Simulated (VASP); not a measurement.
Here is a VASP 6.6.1 calculation.

Contents of INCAR:

```
  PREC = Accurate
  ENCUT = 520
  EDIFF = 1E-7
  ISMEAR = -1
  SIGMA = 0.05
  LREAL = False
  LASPH = True
  NELM = 80
  ALGO = Normal
  ISIF = 2
  LWAVE = False
  LCHARG = False
  GGA = PE
  NBANDS = 12
```

The input KPOINTS:

```
regular mesh
0
Gamma
  8 8 8
```

The input POSCAR:

```
TeP
1.0
   -2.2492180000      2.2492180000      3.0008357100
    2.2492180000     -2.2492180000      3.0008357100
    2.2492180000      2.2492180000     -3.0008357100
Te P
1 1
Direct
    0.0000000000      0.0000000000      0.0000000000
    0.2500000000      0.7500000000      0.5000000000
```

Potentials or basis: VASP PAW PBE potentials, release 64 (Te, P).

Command:

```console
$ cat potpaw_PBE.64/Te/POTCAR potpaw_PBE.64/P/POTCAR > POTCAR
$ mpirun -np 1 vasp_std > vasp.out
```

Question: What does it give for the pressure?

Answer: 3.2 GPa.

Question: Predict the band gap on the k mesh.

Answer: None (metal or under the smearing width).

Stress tensor (GPa, compression positive):
```
3.96 0.00 0.00
0.00 3.96 0.00
0.00 0.00 1.54
```

Spin-orbit coupling is left out, which matters for the levels of Te.
